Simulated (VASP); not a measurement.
Level of theory: r2SCAN meta-GGA, VASP's PBE PAW potentials (set 64) (plane waves; VASP 6.6.1).

A VASP calculation is set up with these files.

File KPOINTS:
```
Automatic mesh
0
Gamma
11 11 11
0 0 0
```

**INCAR**
```
SYSTEM = NiAl
PREC = Accurate
ENCUT = 520
EDIFF = 1E-6
NELM = 100
ALGO = Normal
LREAL = .FALSE.
LASPH = .TRUE.
ISMEAR = 1
SIGMA = 0.1
METAGGA = R2SCAN
LMIXTAU = .TRUE.
LMAXMIX = 4
LWAVE = .FALSE.
LCHARG = .FALSE.
IBRION = 2
ISIF = 3
NSW = 60
EDIFFG = -0.01
```

**POSCAR**
```
NiAl
1.0
  2.8633393773   0.0000000000   0.0000000000
  0.0000000000   2.8633393773   0.0000000000
  0.0000000000   0.0000000000   2.8633393773
Al Ni
1 1
direct
  0.5000000000   0.5000000000   0.5000000000
  0.0000000000   0.0000000000   0.0000000000
```

POTCAR, in this order: Al Ni (PBE.64 set). Program: vasp_std.

What VASP printed:

### OSZICAR
```
       N       E                     dE             d eps       ncg     rms          rms(c)
DAV:   1     0.320710440079E+02    0.32071E+02   -0.60733E+03  1144   0.144E+03
DAV:   2    -0.214983088763E+02   -0.53569E+02   -0.51000E+02  1140   0.220E+02
DAV:   3    -0.227945082332E+02   -0.12962E+01   -0.12831E+01  1278   0.448E+01
DAV:   4    -0.228161123669E+02   -0.21604E-01   -0.21595E-01  1314   0.518E+00
DAV:   5    -0.228168172307E+02   -0.70486E-03   -0.70484E-03  1258   0.972E-01    0.120E+01
DAV:   6    -0.230239907179E+02   -0.20717E+00   -0.55365E+01  1240   0.137E+02    0.154E+01
DAV:   7    -0.200810539299E+02    0.29429E+01   -0.15513E+01  1242   0.776E+01    0.177E+00
DAV:   8    -0.200803614079E+02    0.69252E-03   -0.65971E-01  1358   0.126E+01    0.166E+00
DAV:   9    -0.200558940919E+02    0.24467E-01   -0.13349E-01  1234   0.663E+00    0.328E-01
DAV:  10    -0.200609286096E+02   -0.50345E-02   -0.10568E-02  1172   0.114E+00    0.293E-01
DAV:  11    -0.200612773164E+02   -0.34871E-03   -0.78908E-03  1338   0.150E+00    0.734E-02
DAV:  12    -0.200612781909E+02   -0.87458E-06   -0.14011E-04  1240   0.162E-01    0.438E-02
DAV:  13    -0.200612313282E+02    0.46863E-04   -0.43443E-05  1196   0.816E-02    0.460E-02
DAV:  14    -0.200612629671E+02   -0.31639E-04   -0.11377E-04  1324   0.176E-01    0.712E-03
DAV:  15    -0.200612647256E+02   -0.17585E-05   -0.22551E-06  1092   0.217E-02    0.349E-03
DAV:  16    -0.200612646998E+02    0.25882E-07   -0.12130E-06   560   0.214E-02
   1 F= -.20061265E+02 E0= -.20060939E+02  d E =-.200613E+02
```

OUTCAR:
```
------------------------ aborting loop because EDIFF is reached ----------------------------------------
  FORCE on cell =-STRESS in cart. coord.  units (eV):
  Direction    XX          YY          ZZ          XY          YZ          ZX
  --------------------------------------------------------------------------------------
  Total        0.0104522      0.0104522      0.0104522      0.0000000      0.0000000     -0.0000000
  in kB        0.7133443      0.7133443      0.7133443      0.0000000      0.0000000     -0.0000000
  external PRESSURE =       0.7133443 kB  Pullay stress =       0.0000000 kB
  volume of cell :       23.48
      direct lattice vectors                 reciprocal lattice vectors
     2.863339377  0.000000000  0.000000000     0.349242569  0.000000000  0.000000000
     0.000000000  2.863339377  0.000000000     0.000000000  0.349242569  0.000000000
     0.000000000  0.000000000  2.863339377     0.000000000  0.000000000  0.349242569
 POSITION                                       TOTAL-FORCE (eV/Angst)
 -----------------------------------------------------------------------------------
      1.43167      1.43167      1.43167         0.000000      0.000000      0.000000
      0.00000      0.00000      0.00000         0.000000      0.000000      0.000000
 -----------------------------------------------------------------------------------
    total drift:                                0.000000      0.000000      0.000000
  FREE ENERGIE OF THE ION-ELECTRON SYSTEM (eV)
  ---------------------------------------------------
  free  energy   TOTEN  =       -20.0612646998 eV

  energy  without entropy=      -20.0602861260  energy(sigma->0) =      -20.06093851

 reached required accuracy - stopping structural energy minimisation
```
(Selected blocks of OUTCAR.)

OUTCAR:
```
 val. band max:       10.0418678231   @ k =   0.3636   0.1818   0.0909

 cond. band min:      10.1474119518   @ k =   0.3636   0.2727   0.0909


 Fermi energy:        10.1295514010

 k-point     1 :       0.0000    0.0000    0.0000
  band No.  band energies     occupation
      1      -1.7209      2.00000
      2       6.7057      2.00000
      3       6.7057      2.00000
      4       8.5084      2.00000
      5       8.5084      2.00000
      6       8.5084      2.00000
      7      16.1075      0.00000
      8      16.1075      0.00000
      9      16.1075      0.00000
     10      18.5925      0.00000

 k-point     2 :       0.0909    0.0000    0.0000
  band No.  band energies     occupation
      1      -1.5586      2.00000
      2       6.6885      2.00000
      3       6.7451      2.00000
      4       8.4396      2.00000
      5       8.4396      2.00000
      6       8.5158      2.00000
      7      14.5525      0.00000
      8      16.3191      0.00000
      9      16.3191      0.00000
     10      18.6045      0.00000

 k-point     3 :       0.1818    0.0000    0.0000
  band No.  band energies     occupation
      1      -1.0755      2.00000
      2       6.5667      2.00000
      3       6.8528      2.00000
      4       8.2648      2.00000
      5       8.2648      2.00000
      6       8.5355      2.00000
      7      12.4023      0.00000
      8      16.9236      0.00000
      9      16.9236      0.00000
     10      18.6396      0.00000

 k-point     4 :       0.2727    0.0000    0.0000
  band No.  band energies     occupation
      1      -0.2840      2.00000
      2       6.1030      2.00000
      3       6.9986      2.00000
      4       8.0542      2.00000
      5       8.0542      2.00000
      6       8.5616      2.00000
      7      10.7123     -0.00000
      8      17.8544      0.00000
      9      17.8544      0.00000
     10      18.6930      0.00000

 k-point     5 :       0.3636    0.0000    0.0000
...
```

The compound is NiAl in the CsCl type structure. It was relaxed first. The start is the result of an earlier pass. The run is not spin-polarised, so no magnetic state was tried. The electron count is odd and the run is not spin-polarised, which forces a metal.
